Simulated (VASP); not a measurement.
An input for Quantum ESPRESSO's pw.x (written as the equivalent of a VASP run, and not itself run):

```
&CONTROL
  calculation = 'vc-relax'
  pseudo_dir = './pseudo'
  outdir = './out'
  tprnfor = .true.
  tstress = .true.
  nstep = 40
  forc_conv_thr = 0.00078
/
&SYSTEM
  ibrav = 0
  nat = 2
  ntyp = 2
  ecutwfc = 82.3
  occupations = 'smearing'
  smearing = 'methfessel-paxton'
  degauss = 0.00735
  input_dft = 'pz'
/
&ELECTRONS
  conv_thr = 7.3e-08
  electron_maxstep = 100
/
&IONS
/
&CELL
  press = 450
/
ATOMIC_SPECIES
  Sn 118.710 Sn.upf
  Te 127.600 Te.upf
CELL_PARAMETERS angstrom
     0.0000000    2.7436080    2.7436080
     2.7436080   -0.0000000    2.7436080
     2.7436080    2.7436080   -0.0000000
ATOMIC_POSITIONS crystal
  Sn   0.0000000  0.0000000  0.0000000
  Te   0.5000000  0.5000000  0.5000000
K_POINTS automatic
  12 12 12 0 0 0
```

### Question
Write the VASP files for the same calculation (LDA).

### Answer
Several could match; the one computed here: 
### INCAR
```
ALGO=Normal
EDIFF=1E-6
EDIFFG=-0.02
ENCUT=500
IBRION=2
ISIF=3
ISMEAR=1
LASPH=.True.
LCHARG=.False.
LMAXMIX=4
LREAL=.False.
LWAVE=.False.
NELM=100
NSW=40
PREC=Accurate
PSTRESS=450
SIGMA=0.1
SYSTEM=SnTe
```

**POSCAR**
```
SnTe
1
    0.0000000000     2.7436079973     2.7436079973
    2.7436079973    -0.0000000000     2.7436079973
    2.7436079973     2.7436079973    -0.0000000000
Sn Te
1 1
Direct
  0.0000000000   0.0000000000   0.0000000000
  0.5000000000   0.5000000000   0.5000000000
```

KPOINTS:
```
Automatic
0
gamma
12 12 12
```

POTCAR, in this order: Sn_d Te (LDA.64 set). Program: vasp_std.

What does not carry over: the potentials are each code's own (VASP's PAW set, PseudoDojo norm-conserving files in pw.x), so ENCUT and ecutwfc are chosen apart and not converted; conv_thr bounds pw.x's estimated SCF error, while EDIFF bounds the energy change between steps; forc_conv_thr acts on force components and is met together with etot_conv_thr.

The compound is SnTe in the rock salt structure, which distorts at low temperature. This run relaxes it under an external pressure of 45 GPa. Symmetry was kept, so distortions that lower it aren't found.
